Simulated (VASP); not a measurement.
VASP runs on GaS (space group P6_3/mmc) share one base input (HSE06 screened hybrid, plane waves, VASP's PBE PAW potentials (set 64)) and change the settings named in each case.

**KPOINTS**
```
Automatic mesh
0
Gamma
5 5 1
0 0 0
```

**INCAR**
```
# general
SYSTEM    =  GaS
PREC      =  Accurate
ENCUT     =  300
LREAL     =  .False.
LASPH     =  .True.
ISYM      =  3

# electronic loop
EDIFF     =  1E-6
NELM      =  100
ALGO      =  Normal
LMAXMIX   =  4

# smearing
ISMEAR    =  -1
SIGMA     =  0.02

# functional
GGA       =  PE
LHFCALC   =  .True.
AEXX      =  0.25
HFSCREEN  =  0.2
PRECFOCK  =  Fast

# ions
ISIF      =  2

# output
LWAVE     =  .False.
LCHARG    =  .False.
```

### POSCAR
```
GaS
1
    3.5037780000     0.0000000000     0.0000000000
   -1.7518890000     3.0343610000     0.0000000000
    0.0000000000     0.0000000000    15.6158950000
Ga S
4 4
Direct
  0.3333330000   0.6666670000   0.3264500000
  0.6666670000   0.3333330000   0.6735500000
  0.6666670000   0.3333330000   0.8264500000
  0.3333330000   0.6666670000   0.1735500000
  0.3333330000   0.6666670000   0.8931500000
  0.6666670000   0.3333330000   0.1068500000
  0.6666670000   0.3333330000   0.3931500000
  0.3333330000   0.6666670000   0.6068500000
```

POTCAR, in this order: Ga_d S (PBE.64 set). Program: vasp_std.

```csv
change,E(σ→0) (eV/atom),pressure (GPa)
base run,-4.9913,6.54
"AEXX removed, HFSCREEN removed, ISYM removed, LHFCALC removed, PRECFOCK removed",-4.0966,(withheld)
"HFRCUT = -1, HFSCREEN removed",-5.3949,6.39
KPOINTS 1×1×1 Γ-centred mesh,-1.5502,32.35
KPOINTS 2×2×1 Γ-centred mesh,-4.6222,9.83
KPOINTS 3×3×1 Γ-centred mesh,-4.8970,7.77
KPOINTS 4×4×1 Γ-centred mesh,-4.9730,(withheld)
ENCUT = 180,-4.2777,-68.95
ENCUT = 270,-4.9872,5.18
EDIFF = 1E-06,-4.9913,6.54
```

Complete the blanks.

- KPOINTS 4×4×1 Γ-centred mesh, pressure (GPa): 6.82
- AEXX removed, HFSCREEN removed, ISYM removed, LHFCALC removed, PRECFOCK removed, pressure (GPa): 8.40

Energies of different potentials or functionals have different zeros.

Left out are runs that ran out of time, are held back, or changed the cell or the kind of run, fixed moments of cells without a moment, rows past the twelfth, gaps on odd meshes, pressures of charged cells and columns that move by less than the noise.

The structure comes from a computed database's GaS entry; how it stands against other phases isn't given here. The cell was not relaxed at this level, its lattice was scaled by up to 2.5 %.
